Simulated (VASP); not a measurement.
A convergence study with VASP on CaO (rock salt): a few settings are varied, all else stays as given below, so the limit is that of these other settings. The cell's lengths are 1 % over those of the tabulated start and one atom is moved, so it is off equilibrium.

```xyz
2
Lattice="0.0000 2.4291 2.4291 2.4291 0.0000 2.4291 2.4291 2.4291 0.0000" Properties=species:S:1:pos:R:3 pbc="T T T"
Ca     0.0000     0.0000     0.0000
O      2.4896     2.4291     2.4291
```

Calculation: PBEsol GGA, VASP's PBE PAW potentials (set 64) (plane waves; VASP). The last row used: 900 eV cut-off, 8×8×8 Γ-centred mesh, Gaussian smearing of 0.050 eV, potentials Ca_sv O_h.

Gaps are read on the run's mesh, which can miss a band edge. Energies of different potentials or hybrids have different zeros.

```
setting                        E (eV/atom)  pressure (GPa)  gap on the mesh (eV)  plane waves
-----------------------------  -----------  --------------  --------------------  -----------
ENCUT = 300, POTCAR Ca_sv O        -6.7606          -31.15                 3.621          346
ENCUT = 520, POTCAR Ca_sv O     (withheld)           -5.15            (withheld)          784
ENCUT = 900, POTCAR Ca_sv O        -6.6944           -5.02                 3.562         1807
ENCUT = 300, POTCAR Ca_pv O        -6.7706          -31.85                 3.627          346
ENCUT = 400, POTCAR Ca_pv O        -6.7116           -9.20                 3.580          544
ENCUT = 520, POTCAR Ca_pv O        -6.7031           -5.70                 3.566          784
ENCUT = 700, POTCAR Ca_pv O        -6.7050           -5.81                 3.568         1243
ENCUT = 900, POTCAR Ca_pv O        -6.7053           -5.61                 3.568         1807
ENCUT = 300, POTCAR Ca_sv O_s      -6.6944           -6.29                 3.566          346
ENCUT = 400, POTCAR Ca_sv O_s      -6.6907           -5.15                 3.563          544
ENCUT = 520, POTCAR Ca_sv O_s      -6.6927           -5.14                 3.564          784
ENCUT = 700, POTCAR Ca_sv O_s      -6.6930           -5.00                 3.564         1243
ENCUT = 900, POTCAR Ca_sv O_s      -6.6932           -4.98                 3.564         1807
ENCUT = 300, POTCAR Ca_sv O_h      -6.0370         -144.01                 3.163          346
ENCUT = 400, POTCAR Ca_sv O_h      -6.2326          -95.79                 3.531          544
ENCUT = 520, POTCAR Ca_sv O_h      -6.5661          -44.63                 3.471          784
ENCUT = 700, POTCAR Ca_sv O_h      -6.6841          -12.23                 3.568         1243
ENCUT = 900, POTCAR Ca_sv O_h   (withheld)      (withheld)                 3.562         1807
```

Task: Some entries are withheld; supply them.

Result: 
- ENCUT = 900, POTCAR Ca_sv O_h, E (eV/atom): -6.6949
- ENCUT = 900, POTCAR Ca_sv O_h, pressure (GPa): -5.40
- ENCUT = 520, POTCAR Ca_sv O, E (eV/atom): -6.6919
- ENCUT = 520, POTCAR Ca_sv O, gap on the mesh (eV): 3.559

Left out are rungs that failed or repeat a setting and relaxations that didn't move; long series are thinned to 24 rows.

The compound is CaO in the rock salt structure. The cell was not relaxed at this level, it is distorted from the ideal structure.
